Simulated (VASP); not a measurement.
These are PBE GGA, VASP's PBE PAW potentials (set 64) (plane waves; VASP) values and carry that method's errors.

A VASP calculation is set up with these files.

### KPOINTS
```
Automatic mesh
0
G
7 7 4
```

**INCAR**
```
ENCUT = 500   ! plane-wave cut-off (eV)
EDIFFG = -0.02   ! ionic stop
ALGO = Normal
ISIF = 3   ! ions, shape and volume
EDIFF = 1E-6
NELM = 100   ! most electronic steps
ISMEAR = 0   ! Gaussian
LMAXMIX = 4
GGA = PE   ! PBE
LCHARG = .FALSE.
SYSTEM = MgI2
LASPH = .TRUE.
IBRION = 2
NSW = 40
SIGMA = 0.05   ! width (eV)
PREC = Accurate
PSTRESS = 200   ! kbar
LWAVE = .FALSE.
LREAL = .FALSE.   ! projection in real space or not
```

POSCAR:
```
MgI2
1.0
  1.9403090249  -3.3607102251   0.0000000000
  1.9403090249   3.3607102251   0.0000000000
  0.0000000000   0.0000000000   6.2095165410
Mg I
1 2
Direct
  0.0000000000   0.0000000000   0.0000000000
  0.3333330000   0.6666670000   0.2681731959
  0.6666670000   0.3333330000   0.7318268041
```

POTCAR, in this order: Mg I (PBE.64 set). Program: vasp_std.

The run wrote:

### OUTCAR
```
 ion  position               nearest neighbor table
   1  0.000  0.000  0.000-   2 2.79   3 2.79   3 2.79   2 2.79   3 2.79   2 2.79
   2  0.333  0.667  0.268-   1 2.79   1 2.79   1 2.79
   3  0.667  0.333  0.732-   1 2.79   1 2.79   1 2.79
  LATTYP: Found a hexagonal cell.
 ALAT       =     3.8806149421
 C/A-ratio  =     1.6001372549
 Subroutine PRICEL returns:
 Original cell was already a primitive cell.
 Subroutine GETGRP returns: Found 12 space group operations
The static configuration has the point symmetry D_3d.
The dynamic configuration has the point symmetry D_3d.
 Subroutine INISYM returns: Found 12 space group operations
 Subroutine IBZKPT returns following result:
 Found     28 irreducible k-points:

 Following reciprocal coordinates:
            Coordinates               Weight
  0.000000  0.000000  0.000000      1.000000
  0.142857  0.000000  0.000000      6.000000
  0.285714  0.000000  0.000000      6.000000
  0.428571  0.000000  0.000000      6.000000
  0.142857  0.142857  0.000000      6.000000
  0.285714  0.142857  0.000000     12.000000
  0.428571  0.142857  0.000000      6.000000
  0.285714  0.285714  0.000000      6.000000
  0.000000  0.000000  0.250000      2.000000
  0.142857  0.000000  0.250000      6.000000
  0.000000  0.142857  0.250000      6.000000
  0.285714  0.000000  0.250000      6.000000
  0.000000  0.285714  0.250000      6.000000
  0.428571  0.000000  0.250000      6.000000
  0.000000  0.428571  0.250000      6.000000
  0.142857  0.142857  0.250000     12.000000
  0.285714  0.142857  0.250000     12.000000
 -0.142857  0.428571  0.250000     12.000000
  0.428571  0.142857  0.250000     12.000000
  0.285714  0.285714  0.250000     12.000000
  0.000000  0.000000  0.500000      1.000000
  0.142857  0.000000  0.500000      6.000000
...
```

File OSZICAR:
```
       N       E                     dE             d eps       ncg     rms          rms(c)
DAV:   1     0.801929603203E+02    0.80193E+02   -0.61254E+03   672   0.105E+03
DAV:   2    -0.184186661599E+01   -0.82035E+02   -0.76255E+02  1008   0.154E+02
DAV:   3    -0.709977700676E+01   -0.52579E+01   -0.52267E+01   840   0.476E+01
DAV:   4    -0.718268377264E+01   -0.82907E-01   -0.82866E-01   832   0.738E+00
DAV:   5    -0.718421234570E+01   -0.15286E-02   -0.15285E-02   832   0.993E-01    0.581E+00
DAV:   6    -0.710474014162E+01    0.79472E-01   -0.94032E-02   768   0.177E+00    0.367E+00
DAV:   7    -0.708978805144E+01    0.14952E-01   -0.12142E-01   768   0.209E+00    0.626E-01
DAV:   8    -0.708831646278E+01    0.14716E-02   -0.87863E-03   748   0.578E-01    0.168E-01
DAV:   9    -0.708837659872E+01   -0.60136E-04   -0.27063E-04   840   0.137E-01    0.678E-02
DAV:  10    -0.708837829386E+01   -0.16951E-05   -0.22941E-05   796   0.325E-02    0.540E-02
DAV:  11    -0.708838554849E+01   -0.72546E-05   -0.15933E-05   760   0.298E-02    0.120E-02
DAV:  12    -0.708838549812E+01    0.50370E-07   -0.55025E-07   580   0.512E-03
   1 F= 0.30206371E+01 E0= 0.30206371E+01  d E =0.302064E+01
       N       E                     dE             d eps       ncg     rms          rms(c)
DAV:   1    -0.807244822252E+01   -0.98406E+00   -0.68067E+01   752   0.485E+01    0.172E+01
DAV:   2    -0.547888819534E+01    0.25936E+01   -0.32234E+00   712   0.119E+01    0.528E+00
DAV:   3    -0.465780491233E+01    0.82108E+00   -0.17540E+00   720   0.709E+00    0.432E+00
DAV:   4    -0.464263621597E+01    0.15169E-01   -0.50201E-02   920   0.172E+00    0.190E+00
DAV:   5    -0.460475770489E+01    0.37879E-01   -0.10777E-01   764   0.178E+00    0.101E+00
DAV:   6    -0.460489857324E+01   -0.14087E-03   -0.33733E-03   708   0.424E-01    0.492E-01
DAV:   7    -0.460482939292E+01    0.69180E-04   -0.66606E-04   856   0.157E-01    0.187E-01
DAV:   8    -0.460482340515E+01    0.59878E-05   -0.37213E-05   724   0.504E-02    0.310E-02
DAV:   9    -0.460481856104E+01    0.48441E-05   -0.19200E-06   608   0.112E-02    0.493E-02
DAV:  10    -0.460481984781E+01   -0.12868E-05   -0.71047E-07   428   0.677E-03    0.449E-03
DAV:  11    -0.460481983270E+01    0.15110E-07   -0.21613E-07   420   0.335E-03
   2 F= 0.32310561E+01 E0= 0.32310561E+01  d E =0.210419E+00
       N       E                     dE             d eps       ncg     rms          rms(c)
DAV:   1    -0.738739088633E+01   -0.27826E+01   -0.19251E+01   776   0.231E+01    0.568E+00
DAV:   2    -0.657124827155E+01    0.81614E+00   -0.13630E+00   680   0.736E+00    0.276E+00
DAV:   3    -0.633630972626E+01    0.23494E+00   -0.55193E-01   712   0.398E+00    0.207E+00
DAV:   4    -0.633031368679E+01    0.59960E-02   -0.13249E-02   940   0.822E-01    0.210E+00
DAV:   5    -0.632598207987E+01    0.43316E-02   -0.59701E-03   776   0.477E-01    0.304E-01
DAV:   6    -0.632580000463E+01    0.18208E-03   -0.67254E-04   840   0.166E-01    0.353E-02
DAV:   7    -0.632579625300E+01    0.37516E-05   -0.50761E-05   824   0.507E-02    0.201E-02
DAV:   8    -0.632579730748E+01   -0.10545E-05   -0.70647E-06   768   0.180E-02    0.103E-02
DAV:   9    -0.632579797030E+01   -0.66282E-06   -0.41289E-07   504   0.522E-03
   3 F= 0.27234518E+01 E0= 0.27234518E+01  d E =-.297185E+00
       N       E                     dE             d eps       ncg     rms          rms(c)
DAV:   1    -0.629801117772E+01    0.27786E-01   -0.99571E-03   776   0.542E-01    0.142E-01
DAV:   2    -0.629758913264E+01    0.42205E-03   -0.61839E-04   676   0.159E-01    0.562E-02
DAV:   3    -0.629747249225E+01    0.11664E-03   -0.30426E-04   716   0.923E-02    0.403E-02
DAV:   4    -0.629747135903E+01    0.11332E-05   -0.58912E-06   868   0.189E-02    0.373E-02
DAV:   5    -0.629746887776E+01    0.24813E-05   -0.61905E-06   744   0.145E-02    0.407E-03
DAV:   6    -0.629746906126E+01   -0.18350E-06   -0.19714E-07   356   0.374E-03
   4 F= 0.27231397E+01 E0= 0.27231397E+01  d E =-.297497E+00
       N       E                     dE             d eps       ncg     rms          rms(c)
DAV:   1    -0.626270277565E+01    0.34766E-01   -0.10006E+00   724   0.628E+00    0.373E-01
DAV:   2    -0.626397185615E+01   -0.12691E-02   -0.39734E-02   792   0.145E+00    0.234E-01
DAV:   3    -0.626322854149E+01    0.74331E-03   -0.10707E-03   788   0.240E-01    0.155E-01
DAV:   4    -0.626298171653E+01    0.24682E-03   -0.53861E-04   808   0.137E-01    0.886E-02
DAV:   5    -0.626297734672E+01    0.43698E-05   -0.51665E-05   928   0.513E-02    0.100E-02
DAV:   6    -0.626297688565E+01    0.46107E-06   -0.18154E-06   644   0.946E-03
   5 F= 0.26987595E+01 E0= 0.26987595E+01  d E =-.243802E-01
       N       E                     dE             d eps       ncg     rms          rms(c)
DAV:   1    -0.622176494148E+01    0.41212E-01   -0.64707E-01   724   0.504E+00    0.308E-01
DAV:   2    -0.622260007324E+01   -0.83513E-03   -0.25497E-02   780   0.117E+00    0.197E-01
DAV:   3    -0.622211702329E+01    0.48305E-03   -0.68756E-04   796   0.192E-01    0.130E-01
DAV:   4    -0.622195751349E+01    0.15951E-03   -0.36219E-04   804   0.112E-01    0.736E-02
DAV:   5    -0.622195560413E+01    0.19094E-05   -0.33057E-05   948   0.415E-02    0.784E-03
DAV:   6    -0.622195516123E+01    0.44289E-06   -0.12358E-06   500   0.805E-03
   6 F= 0.26925699E+01 E0= 0.26925699E+01  d E =-.305698E-01
       N       E                     dE             d eps       ncg     rms          rms(c)
DAV:   1    -0.621982674097E+01    0.21289E-02   -0.13016E-03   732   0.226E-01    0.151E-02
DAV:   2    -0.621982830090E+01   -0.15599E-05   -0.50863E-05   780   0.524E-02    0.904E-03
DAV:   3    -0.621982732823E+01    0.97267E-06   -0.12543E-06   508   0.864E-03
   7 F= 0.26925789E+01 E0= 0.26925789E+01  d E =-.305608E-01
       N       E                     dE             d eps       ncg     rms          rms(c)
DAV:   1    -0.622747045707E+01   -0.76422E-02   -0.41112E-03   756   0.368E-01    0.504E-02
DAV:   2    -0.622740577562E+01    0.64681E-04   -0.13127E-04   752   0.841E-02    0.262E-02
DAV:   3    -0.622737468361E+01    0.31092E-04   -0.64271E-05   796   0.478E-02    0.104E-02
DAV:   4    -0.622737405105E+01    0.63256E-06   -0.34410E-06   728   0.128E-02
   8 F= 0.26925198E+01 E0= 0.26925198E+01  d E =-.590156E-04
```

**OUTCAR**
```
------------------------ aborting loop because EDIFF is reached ----------------------------------------
  FORCE on cell =-STRESS in cart. coord.  units (eV):
  Direction    XX          YY          ZZ          XY          YZ          ZX
  --------------------------------------------------------------------------------------
  Total        8.8910770      8.8910376      8.9187434      0.0000000      0.0000000      0.0000000
  in kB      199.3538726    199.3529908    199.9742051      0.0000000      0.0000000      0.0000000
  external PRESSURE =      -0.4396438 kB  Pullay stress =     200.0000000 kB
  volume of cell :       71.46
      direct lattice vectors                 reciprocal lattice vectors
     1.853869838 -3.210989648 -0.000000000     0.269706098 -0.155715233  0.000000000
     1.853869838  3.210989648  0.000000000     0.269706098  0.155715233 -0.000000000
     0.000000000  0.000000000  6.001946710     0.000000000 -0.000000000  0.166612609
 POSITION                                       TOTAL-FORCE (eV/Angst)
 -----------------------------------------------------------------------------------
      0.00000      0.00000      0.00000         0.000000     -0.000000      0.000000
      1.85387      1.07033      1.65776        -0.000000      0.000000     -0.014111
      1.85387     -1.07033      4.34419         0.000000     -0.000000      0.014111
 -----------------------------------------------------------------------------------
    total drift:                                0.000000      0.000000      0.000000
  FREE ENERGIE OF THE ION-ELECTRON SYSTEM (eV)
  ---------------------------------------------------
  free  energy   TOTEN  =        -6.2273740510 eV

  energy  without entropy=       -6.2273740510  energy(sigma->0) =       -6.22737405
  enthalpy is  TOTEN    =         2.6925198386 eV   P V=        8.9198938897

 reached required accuracy - stopping structural energy minimisation
```
(Selected blocks of OUTCAR.)

**CONTCAR**
```
MgI2
   1.00000000000000
     1.8538698379816483   -3.2109896479021516   -0.0000000000000000
     1.8538698379816483    3.2109896479021516    0.0000000000000000
     0.0000000000000000    0.0000000000000000    6.0019467098283874
  Mg              I
     1     2
Direct
     0.0000000000000000    0.0000000000000000    0.0000000000000000
     0.3333330000000032    0.6666669999999968    0.2762034487528897
     0.6666669999999968    0.3333330000000032    0.7237965512471103
```

Energy and stress use the plane-wave basis of the starting cell. Without a dispersion term in the relaxation, distances and binding between the weakly bound layers, chains or molecules are unreliable, and so is what depends on them.

The compound is MgI2 in the 1T layered structure. This run relaxes it under an external pressure of 20 GPa. Symmetry was kept, so distortions that lower it aren't found.
